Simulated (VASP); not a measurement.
All values below come from rev-vdW-DF2, VASP's PBE PAW potentials (set 64) (plane waves; VASP).

VASP ran on this input.

File POSCAR:
```
CdSe
1.0
  2.2222159992  -3.8489907650   0.0000000000
  2.2222159992   3.8489907650   0.0000000000
  0.0000000000   0.0000000000   7.2441390842
Cd Se
2 2
Cartesian
  2.2222159992  -1.2829994877   3.6224405898
  2.2222159992   1.2829994877   0.0003710477
  2.2222159992  -1.2829994877   6.3454947901
  2.2222159992   1.2829994877   2.7234252480
```

KPOINTS:
```
Automatic
0
gamma
6 6 3
```

INCAR:
```
AGGAC = 0.0
ALGO = Normal
EDIFF = 1E-7
EDIFFG = -0.01
ENCUT = 520
GGA = MK
IBRION = 2
ISIF = 4
ISMEAR = 0
LASPH = .TRUE.
LCHARG = .FALSE.
LMAXMIX = 4
LREAL = .FALSE.
LUSE_VDW = .TRUE.
LWAVE = .FALSE.
NELM = 100
NSW = 30
PARAM1 = 0.1234568
PARAM2 = 0.7114
PREC = Accurate
SIGMA = 0.05
SYSTEM = CdSe
ZAB_VDW = -1.8867
```

POTCAR, in this order: Cd Se (PBE.64 set). Program: vasp_std.

The resulting files:

### OSZICAR
```
       N       E                     dE             d eps       ncg     rms          rms(c)
DAV:   1     0.243291756880E+03    0.24329E+03   -0.16805E+04   616   0.144E+03
DAV:   2     0.102590225389E+02   -0.23303E+03   -0.22816E+03   706   0.339E+02
DAV:   3    -0.290560709329E+01   -0.13165E+02   -0.13115E+02   730   0.798E+01
DAV:   4    -0.302972651035E+01   -0.12412E+00   -0.12408E+00   676   0.753E+00
DAV:   5    -0.303092363020E+01   -0.11971E-02   -0.11969E-02   742   0.677E-01    0.718E+00
DAV:   6    -0.225728073505E+01    0.77364E+00   -0.18441E+00   712   0.125E+01    0.580E+00
DAV:   7    -0.222990018255E+01    0.27381E-01   -0.48595E-01   676   0.380E+00    0.263E+00
DAV:   8    -0.222840578006E+01    0.14944E-02   -0.44196E-02   676   0.229E+00    0.297E-01
DAV:   9    -0.222769139698E+01    0.71438E-03   -0.81852E-03   706   0.104E+00    0.879E-02
DAV:  10    -0.222775887194E+01   -0.67475E-04   -0.73265E-04   670   0.295E-01    0.658E-02
DAV:  11    -0.222780751817E+01   -0.48646E-04   -0.15440E-04   658   0.902E-02    0.199E-02
DAV:  12    -0.222778433122E+01    0.23187E-04   -0.81930E-05   696   0.767E-02    0.434E-03
DAV:  13    -0.222778484934E+01   -0.51812E-06   -0.79488E-06   724   0.164E-02    0.174E-03
DAV:  14    -0.222778483419E+01    0.15150E-07   -0.13457E-07   488   0.392E-03
   1 F= -.22277848E+01 E0= -.22277848E+01  d E =-.222778E+01
       N       E                     dE             d eps       ncg     rms          rms(c)
DAV:   1    -0.222804347055E+01   -0.25862E-03   -0.10502E-02   628   0.745E-01    0.753E-02
DAV:   2    -0.222790199382E+01    0.14148E-03   -0.20835E-04   724   0.144E-01    0.400E-02
DAV:   3    -0.222783435754E+01    0.67636E-04   -0.12383E-04   682   0.894E-02    0.126E-02
DAV:   4    -0.222783379689E+01    0.56066E-06   -0.16408E-05   694   0.363E-02    0.710E-03
DAV:   5    -0.222783353773E+01    0.25915E-06   -0.60693E-07   718   0.675E-03    0.195E-03
DAV:   6    -0.222783355551E+01   -0.17777E-07   -0.12136E-07   386   0.261E-03
   2 F= -.22278336E+01 E0= -.22278335E+01  d E =-.487213E-04
```

**OUTCAR**
```
------------------------ aborting loop because EDIFF is reached ----------------------------------------
  FORCE on cell =-STRESS in cart. coord.  units (eV):
  Direction    XX          YY          ZZ          XY          YZ          ZX
  --------------------------------------------------------------------------------------
  Total       -1.8969607     -1.8969604     -1.8600945      0.0000000      0.0000000      0.0000000
  in kB      -24.5255634    -24.5255604    -24.0489252      0.0000000      0.0000000      0.0000000
  external PRESSURE =     -24.3666830 kB  Pullay stress =       0.0000000 kB
  volume of cell :      123.92
      direct lattice vectors                 reciprocal lattice vectors
     2.221381877 -3.847546035  0.000000000     0.225085117 -0.129952961  0.000000000
     2.221381877  3.847546035  0.000000000     0.225085117  0.129952961  0.000000000
    -0.000000000  0.000000000  7.249580388     0.000000000  0.000000000  0.137939018
  FREE ENERGIE OF THE ION-ELECTRON SYSTEM (eV)
  ---------------------------------------------------
  free  energy   TOTEN  =        -2.2278335555 eV

  energy  without entropy=       -2.2278334338  energy(sigma->0) =       -2.22783349

 reached required accuracy - stopping structural energy minimisation
```
(Selected blocks of OUTCAR.)

CONTCAR:
```
CdSe
   1.00000000000000
     2.2213818770574805   -3.8475460347544792    0.0000000000000000
     2.2213818770574805    3.8475460347544792    0.0000000000000000
    -0.0000000000000000    0.0000000000000000    7.2495803881816903
  Cd              Se
     2     2
Direct
     0.6666669999999968    0.3333330000000032    0.5000475341537554
     0.3333330000000032    0.6666669999999968    0.0000475341537553
     0.6666669999999968    0.3333330000000032    0.8759524658462494
     0.3333330000000032    0.6666669999999968    0.3759524658462495
```

The compound is CdSe in the wurtzite structure. This cell is one point of a volume scan, at 1.06 of the reference volume. Symmetry was kept, so distortions that lower it aren't found.
